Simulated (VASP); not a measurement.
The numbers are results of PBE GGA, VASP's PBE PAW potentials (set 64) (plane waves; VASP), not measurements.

The input files of a VASP run:

**POSCAR**
```
ZnO
1
    1.6430867191    -2.8459101310     0.0000000000
    1.6430867191     2.8459101310     0.0000000000
   -0.0000000000    -0.0000000000     5.3069657185
Zn O
2 2
Direct
  0.6666670000   0.3333330000   0.5014449355
  0.3333330000   0.6666670000   0.0014449355
  0.6666670000   0.3333330000   0.8805550645
  0.3333330000   0.6666670000   0.3805550645
```

### INCAR
```
# general
SYSTEM  = ZnO
PREC    = Accurate
ENCUT   = 520   # plane-wave cut-off (eV)
LREAL   = .False.
LASPH   = .True.   # aspherical one-centre terms

# electronic loop
EDIFF   = 1E-6
NELM    = 100   # most electronic steps
ALGO    = Normal
LMAXMIX = 4   # l cut-off of mixed one-centre charges

# smearing
ISMEAR  = 0
SIGMA   = 0.05   # width (eV)

# functional
GGA     = PE

# ions
IBRION  = 2
NSW     = 60
ISIF    = 3
EDIFFG  = -0.01   # ionic stop

# output
LWAVE   = .False.
LCHARG  = .False.
```

File KPOINTS:
```
Automatic mesh
0
Gamma
8 8 5
0 0 0
```

POTCAR, in this order: Zn O (PBE.64 set). Program: vasp_std.

Task: What will the output report for the number of irreducible k-points (NKPTS), number of bands (NBANDS), largest plane-wave count, number of space-group operations, FFT grid (NGX, NGY, NGZ)?

Result: 
```yaml
number of irreducible k-points (NKPTS): 30
number of bands (NBANDS): 22
largest_plane_wave_count: 1352
number_of_space_group_operations: 12
FFT grid (NGX, NGY, NGZ): 24 × 24 × 40
```

The compound is ZnO in the wurtzite structure. It was relaxed first. The start is the result of an earlier pass.
